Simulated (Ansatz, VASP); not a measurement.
## SnTe in two plane-wave programs

One calculation is typed for both programs; each brings its own data sets and cutoff. How far apart do they land? The cell is taken from a series of VASP runs on this material, whose earlier steps may have relaxed, scaled or displaced it; both programs get it as it stands.

Method: plane waves, with VASP 6.6.1 beside it; band structure at LDA, band structure at LDA, spin-orbit coupling and band structure at r2SCAN, spin-orbit coupling, in Ansatz 0.2.0.

### Step 1. The starting structure

Symmetry: Fm-3m, No. 225, cubic system. Conventional cell: a = 6.320 Å, b = 6.320 Å, c = 6.320 Å, α = 90.00°, β = 90.00°, γ = 90.00°. Nearest to Te lie 6 Sn at 3.16 Å. Nearest to Sn lie 6 Te at 3.16 Å. Farther neighbours and most contacts between anions are not listed.

Coordinates:

```cif
data_structure
_symmetry_space_group_name_H-M 'P 1'
_symmetry_Int_Tables_number 1
_cell_length_a 4.4689
_cell_length_b 4.4689
_cell_length_c 4.4689
_cell_angle_alpha 60.000
_cell_angle_beta 60.000
_cell_angle_gamma 60.000
_cell_volume 63.11
loop_
_atom_site_label
_atom_site_type_symbol
_atom_site_fract_x
_atom_site_fract_y
_atom_site_fract_z
_atom_site_occupancy
Te1 Te 0.50000 0.50000 0.50000 1
Sn2 Sn 0.00000 0.00000 0.00000 1
```

### Step 2. VASP: band structure, LDA

Levels along a path test the potential and the projectors away from the mesh points.

Lines of VASP's logs that name or quote its potential files are left out, and so is its time.

Contents of INCAR:

```
SYSTEM = SnTe
PREC = Accurate
ENCUT = 350
EDIFF = 1E-06
NELM = 100
ISMEAR = 0
SIGMA = 0.03
LREAL = .FALSE.
ALGO = Normal
GGA = CA
NBANDS = 22
LORBIT = 11
LWAVE = .FALSE.
LCHARG = .FALSE.
KPAR = 4
LASPH = .TRUE.
```

Contents of POSCAR:

```
SnTe
1.0
    0.0000000000      3.1600000000      3.1600000000
    3.1600000000      0.0000000000      3.1600000000
    3.1600000000      3.1600000000      0.0000000000
Te Sn
1 1
Direct
    0.5000000000      0.5000000000      0.5000000000
    0.0000000000      0.0000000000      0.0000000000
```

Contents of KPOINTS:

```
Automatic mesh
0
Gamma
6 6 6
0 0 0
```

Contents of KPOINTS_OPT:

```
Line mode
10
Line-mode
Reciprocal
  0.00000000   0.00000000   0.00000000 GAMMA
  0.50000000   0.00000000   0.50000000 X

  0.50000000   0.00000000   0.50000000 X
  0.50000000   0.25000000   0.75000000 W

  0.50000000   0.25000000   0.75000000 W
  0.37500000   0.37500000   0.75000000 K

  0.37500000   0.37500000   0.75000000 K
  0.00000000   0.00000000   0.00000000 GAMMA

  0.00000000   0.00000000   0.00000000 GAMMA
  0.50000000   0.50000000   0.50000000 L

  0.50000000   0.50000000   0.50000000 L
  0.62500000   0.25000000   0.62500000 U

  0.62500000   0.25000000   0.62500000 U
  0.50000000   0.25000000   0.75000000 W

  0.50000000   0.25000000   0.75000000 W
  0.50000000   0.50000000   0.50000000 L

  0.50000000   0.50000000   0.50000000 L
  0.37500000   0.37500000   0.75000000 K

  0.62500000   0.25000000   0.62500000 U
  0.50000000   0.00000000   0.50000000 X
```

Potentials, in the order of the species: Te and Sn_d (LDA family, release 64).

The run is started by

```
$ mpirun -np 4 vasp_std
```

Numbers of over 12 decimals in the logs are rounded to 6 here.

The log of the run:

```text
[banner, memory and clock lines left out]
running    4 mpi-ranks, on    1 nodes
 distrk:  each k-point on    1 cores,    4 groups
 distr:  one band on    1 cores,    1 groups

 POSCAR found type information on POSCAR TeSn
 POSCAR found :  2 types and       2 ions
 LDA part: xc-table for (Slater(with rela. corr.)+CA(PZ))
 , standard interpolation
 POSCAR, INCAR and KPOINTS ok, starting setup
 FFT: planning ... GRIDC
 FFT: planning ... GRID_SOFT
 FFT: planning ... GRID
 WAVECAR not read
 entering main loop
       N       E                     dE             d eps       ncg     rms          rms(c)
DAV:   1     0.128594208080E+03    0.12859E+03   -0.73265E+03   748   0.822E+02
DAV:   2     0.481174435187E+01   -0.12378E+03   -0.11812E+03   752   0.276E+02
DAV:   3    -0.848339700562E+01   -0.13295E+02   -0.13231E+02   832   0.741E+01
DAV:   4    -0.887082202446E+01   -0.38743E+00   -0.38727E+00   834   0.132E+01
DAV:   5    -0.888457480522E+01   -0.13753E-01   -0.13752E-01   974   0.246E+00    0.485E+00
DAV:   6    -0.882330760053E+01    0.61267E-01   -0.10061E-01  1030   0.186E+00    0.312E+00
DAV:   7    -0.881885849717E+01    0.44491E-02   -0.36894E-02   908   0.787E-01    0.853E-01
DAV:   8    -0.881797095923E+01    0.88754E-03   -0.54773E-03   910   0.508E-01    0.138E-01
DAV:   9    -0.881798311523E+01   -0.12156E-04   -0.44490E-04   918   0.145E-01    0.395E-02
DAV:  10    -0.881797881555E+01    0.42997E-05   -0.38054E-05   952   0.378E-02    0.236E-02
DAV:  11    -0.881797816804E+01    0.64751E-06   -0.12953E-05   986   0.247E-02    0.174E-02
DAV:  12    -0.881797798710E+01    0.18094E-06   -0.13845E-06   684   0.633E-03
   1 F= -.88179780E+01 E0= -.88179493E+01  d E =-.573168E-04
 Start KPOINTS_OPT (optional k-point list driver)
k-point batch [1-16\100]
       N       E                     dE             ncg
DAV:   1    -0.364579264806E+02   -0.60672E+04      736
DAV:   2    -0.204737239049E+04   -0.20109E+04      742
DAV:   3    -0.226161569574E+04   -0.21424E+03      830
DAV:   4    -0.226824527438E+04   -0.66296E+01      876
DAV:   5    -0.226847888399E+04   -0.23361E+00      962
DAV:   6    -0.226848266353E+04   -0.37795E-02      928
DAV:   7    -0.226848274429E+04   -0.80758E-04     1022
DAV:   8    -0.226848274574E+04   -0.14493E-05      760
DAV:   9    -0.226848274583E+04   -0.92140E-07      586
[...]
k-point batch [97-100\100]
       N       E                     dE             ncg
DAV:   1     0.629072408413E+04   -0.21990E+04      176
DAV:   2     0.577221581957E+04   -0.51851E+03      190
DAV:   3     0.571825838527E+04   -0.53957E+02      224
DAV:   4     0.571678029827E+04   -0.14781E+01      264
DAV:   5     0.571673628560E+04   -0.44013E-01      200
DAV:   6     0.571673525631E+04   -0.10293E-02      248
DAV:   7     0.571673517903E+04   -0.77282E-04      246
DAV:   8     0.571673517872E+04   -0.30198E-06      232
```

From OUTCAR (step 2):

```text
ion  position               nearest neighbor table
   1  0.500  0.500  0.500-   2 3.16   2 3.16   2 3.16   2 3.16   2 3.16   2 3.16
   2  0.000  0.000  0.000-   1 3.16   1 3.16   1 3.16   1 3.16   1 3.16   1 3.16

  LATTYP: Found a face centered cubic cell.
 ALAT       =     6.3200000000

 Subroutine GETGRP returns: Found 48 space group operations
 (whereof 48 operations were pure point group operations)

The static configuration has the point symmetry O_h .

 Found     16 irreducible k-points:

   k-points           NKPTS =     16   k-points in BZ     NKDIM =     16   number of bands    NBANDS=     22

   dimension x,y,z NGX =    28 NGY =   28 NGZ =   28
   dimension x,y,z NGXF=    56 NGYF=   56 NGZF=   56

   ENCUT  =  350.0 eV  25.72 Ry    5.07 a.u.   6.82  6.82  6.82*2*pi/ulx,y,z

   NELECT =      20.0000    total number of electrons

 k-points in reciprocal lattice and weights: Automatic mesh
   0.00000000  0.00000000  0.00000000       0.005
   0.16666667  0.00000000  0.00000000       0.037
   0.33333333  0.00000000  0.00000000       0.037
   0.50000000  0.00000000  0.00000000       0.019
   0.16666667  0.16666667  0.00000000       0.028
   0.33333333  0.16666667  0.00000000       0.111
   0.50000000  0.16666667  0.00000000       0.111
  -0.33333333  0.16666667  0.00000000       0.111
  -0.16666667  0.16666667  0.00000000       0.056
[...]
-0.33333333  0.33333333  0.16666667       0.111
  -0.33333333  0.50000000  0.16666667       0.056

 average (electrostatic) potential at core
       1 -88.8066       2-100.5469

 E-fermi :   6.6221

 k-point     1 :       0.0000    0.0000    0.0000
  band No.  band energies     occupation
    ...
      6      -6.1323      2.00000
      7       1.7922      2.00000
      8       4.5240      2.00000
      9       4.5240      2.00000
     10       4.5240      2.00000
     11       9.8880      0.00000
     12       9.8880      0.00000
     13       9.8880      0.00000
     14      11.4165      0.00000
     15      11.4165      0.00000
    ...

 k-point     2 :       0.1667    0.0000    0.0000
  band No.  band energies     occupation
    ...
      6      -5.9043      2.00000
      7       0.7432      2.00000
      8       4.5693      2.00000
      9       4.5693      2.00000
     10       5.2079      2.00000
     11       8.8791      0.00000
     12       8.8791      0.00000
     13       8.9014      0.00000
     14      11.3767      0.00000
     15      11.9670      0.00000
    ...

 k-point     3 :       0.3333    0.0000    0.0000
  band No.  band energies     occupation
    ...
      6      -5.3119      2.00000
      7      -0.8791      2.00000
      8       4.7304      2.00000
      9       4.7304      2.00000
     10       5.9706      2.00000
     11       7.5534      0.00000
     12       7.5534      0.00000
     13       7.5688      0.00000
     14      12.4541      0.00000
     15      13.4708      0.00000
    ...

  Total       -0.8227016     -0.8227016     -0.8227016     -0.0000000      0.0000000      0.0000000
  in kB      -20.8863082    -20.8863082    -20.8863082     -0.0000000      0.0000000      0.0000000
  external PRESSURE =     -20.8863082 kB  Pullay stress =       0.0000000 kB

  energy-cutoff  :      350.00
  volume of cell :       63.11
      direct lattice vectors                 reciprocal lattice vectors
     0.000000000  3.160000000  3.160000000    -0.158227848  0.158227848  0.158227848
     3.160000000  0.000000000  3.160000000     0.158227848 -0.158227848  0.158227848
     3.160000000  3.160000000  0.000000000     0.158227848  0.158227848 -0.158227848

 POSITION                                       TOTAL-FORCE (eV/Angst)
 -----------------------------------------------------------------------------------
      3.16000      3.16000      3.16000        -0.000000      0.000000      0.000000
      0.00000      0.00000      0.00000         0.000000      0.000000     -0.000000
 -----------------------------------------------------------------------------------
    total drift:                               -0.000000      0.000000      0.000000

  FREE ENERGIE OF THE ION-ELECTRON SYSTEM (eV)
  ---------------------------------------------------
  free  energy   TOTEN  =        -8.8179779871 eV

  energy  without entropy=       -8.8179206703  energy(sigma->0) =       -8.81794933

 total charge
# of ion       s       p       d       tot
------------------------------------------
    1        1.397   1.958   0.030   3.385
    2        1.369   0.752   9.979  12.100
--------------------------------------------------
tot          2.766   2.710  10.009  15.485

[... 3 further parts left out ...]
```

The run ends at a pressure of -2.09 GPa.

### Step 3. Ansatz: band structure, LDA

Ansatz runs on its default PAW (the set named soft_2) files.

The same cell, functional (in two slightly different forms), mesh and smearing now go to Ansatz, which takes its cutoff from its data sets.

Contents of input.yaml:

```yaml
crystal:
  lattice:
    - [0.0, 3.16, 3.16]
    - [3.16, 0.0, 3.16]
    - [3.16, 3.16, 0.0]
  atoms:
    - { symbol: Te, position: [0.5, 0.5, 0.5] }
    - { symbol: Sn, position: [0.0, 0.0, 0.0] }
hamiltonian:
  xc: lda
  pseudopotentials: { kind: paw }
kpoints:
  mp_grid: { grid: [6, 6, 6] }
  band_path:
    path:
      - [0.0, 0.0, 0.0]
      - [0.16667, 0.0, 0.16667]
      - [0.33333, 0.0, 0.33333]
      - [0.5, 0.0, 0.5]
      - [0.5, 0.08333, 0.58333]
      - [0.5, 0.19444, 0.69444]
      - [0.5, 0.25, 0.75]
      - [0.45833, 0.29167, 0.75]
      - [0.40278, 0.34722, 0.75]
      - [0.375, 0.375, 0.75]
      - [0.20833, 0.20833, 0.41667]
      - [0.08333, 0.08333, 0.16667]
      - [0.0, 0.0, 0.0]
      - [0.22222, 0.22222, 0.22222]
      - [0.38889, 0.38889, 0.38889]
      - [0.5, 0.5, 0.5]
      - [0.51389, 0.47222, 0.51389]
      - [0.55556, 0.38889, 0.55556]
      - [0.61111, 0.27778, 0.61111]
      - [0.61111, 0.25, 0.63889]
      - [0.56944, 0.25, 0.68056]
      - [0.51389, 0.25, 0.73611]
      - [0.5, 0.27778, 0.72222]
      - [0.5, 0.38889, 0.61111]
      - [0.5, 0.47222, 0.52778]
      - [0.48611, 0.48611, 0.52778]
      - [0.43056, 0.43056, 0.63889]
      - [0.38889, 0.38889, 0.72222]
      - [0.59722, 0.19444, 0.59722]
      - [0.55556, 0.11111, 0.55556]
      - [0.5, 0.0, 0.5]
    npoints: 1
scf:
  occupations: { method: gaussian, width: 0.03 }
  n_extra_bands: 7
output:
  forces: true
  stress: true
  eigenvalues: true
```

The run is started by

```
$ ansatz run input.yaml --threads 2 --pin off --max-ram 4608MiB --backend cpu --events-out ev --progress --plain --runs-dir out
```

The log of the run:

```text
scf.n_extra_bands = 7 over 15 filled bands (N_el = 30.0): the run solves 22 bands
Engine: ansatz 0.2.0, aarch64-unknown-linux-gnu
Pseudopotentials: kind: paw
Pseudopotential: Te, paw, valence charge 16, recommended cutoff 420 eV (normal), Te.paw.azcp
Pseudopotential: Sn, paw, valence charge 14, recommended cutoff 420 eV (normal), Sn.paw.azcp
Functional definition: SPW92
  exchange = slater_x
  correlation = pw_c
Crystal: 2 atoms, lattice volume = 63.109 Å³
Basis set: ecut = 420 eV, 1243 PW (Γ)
Bands: 22, of which v1, the nominal top of the filled ones, is band 15 counted from 1 (14 counted from 0)
Symmetry: 48 space group operations
Space group: Fm-3m (ITA 225), of the structure as read, at distance tolerance 4.0e-5 Å
k-points: 16 of 216
Non-local potential: Te, projectors of the file, l = 0: 2, l = 1: 2, l = 2: 2, l = 3: 2
Non-local potential: Sn, projectors of the file, l = 0: 2, l = 1: 2, l = 2: 2, l = 3: 2
PAW form: soft (Blöchl's): semilocal exchange-correlation on the pseudo side does not see the compensation charge
PAW frozen core: Te, regenerated for the run's functional, and the local potential with it (the file was generated under x = pbe(κ = 0.804, μ = 0.219515), c = pbe(β = 0.066725))
PAW frozen core: Sn, regenerated for the run's functional, and the local potential with it (the file was generated under x = pbe(κ = 0.804, μ = 0.219515), c = pbe(β = 0.066725))
PAW one-centre angular grid: Te, 590 points (default); XC on 64 Gauss nodes
PAW one-centre angular grid: Sn, 590 points (default); XC on 64 Gauss nodes
Initial density: superposition of atomic densities (neutral atoms: chi_scale 0, normalization atom), corrected by the library's trained network
Initial wavefunctions: pseudopotential atomic-orbital guess
Functional: x = slater, c = lda
SCF iter   1: F=—  HF=-12707.268291 eV  |F-HF|=—  |Δ(HF+E_count)|=         —  Δρ=5.19e-3  dr2=7.15e-3  ethr=1.77e-3  ⟨swp⟩=7.2  Hψ=1901  notcnv=0
preconditioner: auto → none  [insulator: Δε(μ)=0.083 eV  Ē_g=10.895 eV  σ=0.030 eV  W_gap=0.95  n_scr=14 (ndim 8)  ℏωp=14.8 eV  f_vac=0.009  D(μ)=0.21/eV (n_scr^D=0)  ε∞_Penn≈2.8]
SCF iter   2: F=—  HF=-12707.263070 eV  |F-HF|=—  |Δ(HF+E_count)|=   5.22e-3  Δρ=2.03e-3  dr2=1.14e-3  ethr=2.38e-5  ⟨swp⟩=2.0  Hψ=711  notcnv=0  defer=25
SCF iter   3: F=—  HF=-12707.262722 eV  |F-HF|=—  |Δ(HF+E_count)|=   3.48e-4  Δρ=2.52e-4  dr2=3.44e-5  ethr=3.81e-6  ⟨swp⟩=2.1  Hψ=480  notcnv=0  defer=25
SCF iter   4: F=—  HF=-12707.262709 eV  |F-HF|=—  |Δ(HF+E_count)|=   1.28e-5  Δρ=7.79e-5  dr2=3.78e-6  ethr=1.15e-7  ⟨swp⟩=2.0  Hψ=558  notcnv=0  defer=25
SCF iter   5: F=—  HF=-12707.262707 eV  |F-HF|=—  |Δ(HF+E_count)|=   1.80e-6  Δρ=1.34e-5  dr2=1.10e-7  ethr=1.26e-8  ⟨swp⟩=2.0  Hψ=558  notcnv=0  defer=25
SCF iter   6: F=-12707.262707 eV  HF=-12707.262707 eV  |F-HF|=1.29e-10  |Δ(HF+E_count)|=   3.55e-9  Δρ=1.67e-6  dr2=9.27e-10  ethr=3.33e-10  ⟨swp⟩=9.1  Hψ=1682  notcnv=0
SCF 1 converged in 6 iterations: F = -12707.262707 eV  dr2 = 9.27e-10
  greatest PAW one-centre occupation: 0.999 electrons in one spin orbital (limit 2), on the Te atom at site 0 (counted from 0), in its partial waves of l = 2
NSCF: frozen V_eff on 31 k-points
SCF converged after 6 iterations
Free energy (F): -12707.262707 eV
Harris-Foulkes:  -12707.262707 eV  (|F-HF|=1.29e-10)
Internal energy: -12707.262602 eV  (E = F + TS)
E sigma→0 (E₀):  -12707.262655 eV
Entropy (-TS):   -0.000105 eV (-0.053 meV/atom)
Fermi energy:    9.199734 eV
--- Per-component energies (eV) ---
  E_band       = -364.927003
  E_kinetic    = 368.117978
  E_local      = -2178.641661  (includes V_loc(G=0)·N_el)
  E_nonlocal   = -333.202876
  E_hartree    = 1357.798434
  E_xc         = -503.558801
  E_vxc        = -204.058088  (∫ρ·V_xc dr)
  E_paw        = -8501.859478  (= ΣΔE_a)
  E_vpaw       = -732.740319  (= ΣTr[D̂ρ^β])
  E_aug_tail   = -0.000194  (compensation charges beyond the density's cutoff)
  E_ewald      = -2917.019563
  E_core_change = 1.103559  (= ΣΔE_core)
  E_smearing   = -0.000105  (= −TS)
  E_closure    = 0.000000  (closes the sum)
  Σ components = -12707.262707   (vs F -12707.262707, Δ=0.00e0)
--- Forces (eV/Å), atoms counted from 1 ---
  atom   1  Te     0.00000000    -0.00000000     0.00000000
  atom   2  Sn    -0.00000000     0.00000000     0.00000000
  max |Σ_I F_I| component: 2.75e-29 eV/Å
--- Stress (GPa, compression-positive) ---
       -1.951808       0.000000      -0.000000
        0.000000      -1.951808      -0.000000
       -0.000000      -0.000000      -1.951808
  P = ⅓ Tr σ = -1.9518 GPa (-19.518 kbar)
--- Band table (eV; the first three rows and the last of 16) ---
  k-point 0: bands = [... 11 lower, 4.3246, 7.1181, 7.1181, 7.1181, 12.4793, 12.4793, 12.4793, 14.0601, ... 3 higher]
  k-point 1: bands = [... 11 lower, 3.2944, 7.1634, 7.1634, 7.7867, 11.4779, 11.4779, 11.4901, 14.0021, ... 3 higher]
  k-point 2: bands = [... 11 lower, 1.6883, 7.3242, 7.3242, 8.5451, 10.1511, 10.1537, 10.1537, 15.0700, ... 3 higher]
  k-point 15: bands = [... 11 lower, 1.9553, 4.0658, 4.9354, 7.3346, 11.2674, 12.7043, 14.4838, 14.7083, ... 3 higher]
```

It took 1.4 s on 2 threads of Arm Neoverse V1, shared host; peak memory 0.31 GiB.

### Step 4. Differences

Known differences besides the potentials themselves: the two LDA forms differ slightly; the data sets hold 30 valence electrons in Ansatz (default PAW (the set named soft_2) files) and 20 in VASP; the cutoff is 420 eV in Ansatz and 350 eV in VASP; VASP's log shows a relativistic correction to its local exchange, Ansatz's none. Total energies have different zeros and are not compared.

Compared:

| quantity | Ansatz | VASP | difference |
| --- | --- | --- | --- |
| pressure (GPa) | -1.95 | -2.09 | +0.14 |
| gap over the path points (eV) | 0.080 | 0.093 | -0.013 |

Levels at points of the path, from each program's valence-band top (eV; 4 filled, then empty):

| k (reciprocal lattice) | Ansatz | VASP |
| --- | --- | --- |
| 0.000 0.000 0.000 | -4.83 -2.04 -2.04 -2.04 3.32 3.32 3.32 | -4.78 -2.05 -2.05 -2.05 3.31 3.31 3.31 |
| 0.167 0.000 0.167 | -5.86 -2.53 -2.53 -0.72 0.93 3.51 3.51 | -5.83 -2.54 -2.54 -0.72 0.92 3.50 3.50 |
| 0.333 0.000 0.333 | -6.69 -3.55 -3.30 -3.30 2.66 3.78 4.28 | -6.67 -3.56 -3.31 -3.31 2.62 3.78 4.28 |
| 0.500 0.000 0.500 | -6.53 -5.44 -3.62 -3.62 2.29 4.85 4.85 | -6.50 -5.46 -3.64 -3.64 2.26 4.86 4.86 |
| 0.500 0.083 0.583 | -6.79 -5.35 -3.80 -3.07 2.64 3.88 4.97 | -6.78 -5.37 -3.82 -3.08 2.60 3.88 4.97 |
| 0.500 0.194 0.694 | -7.30 -4.97 -4.38 -1.36 1.54 3.92 5.30 | -7.28 -4.99 -4.40 -1.37 1.53 3.88 5.28 |
| 0.500 0.250 0.750 | -7.37 -4.70 -4.70 -0.77 0.85 4.67 4.67 | -7.36 -4.71 -4.71 -0.77 0.84 4.64 4.64 |
| 0.458 0.292 0.750 | -7.38 -4.89 -4.33 -1.19 1.29 4.14 5.14 | -7.37 -4.90 -4.34 -1.19 1.28 4.11 5.12 |
| 0.403 0.347 0.750 | -7.41 -5.03 -3.48 -2.27 2.46 3.53 4.43 | -7.40 -5.04 -3.50 -2.27 2.45 3.51 4.41 |
| 0.375 0.375 0.750 | -7.42 -5.05 -3.13 -2.65 3.03 3.08 4.24 | -7.41 -5.06 -3.14 -2.66 3.02 3.08 4.21 |

Among the levels compared at these points, filled levels agree within 52 meV and empty ones within 35 meV. Ansatz's pressure holds a Pulay correction of 0.03 GPa; VASP's holds none.

[end of part 1 of 2]

[Lines on the potential files, build, host, timing and source positions are cut from VASP's logs without a mark.]

[Logs are printed without paths, hosts, clocks, repeated set-up lines and the standing remarks that a program may print on its own settings, such as how far it seeks lower states.]

[Hosts, paths, dates, database ids (printed as entryN), source tags and the programs' standing remarks are cut or masked in the printed files.]
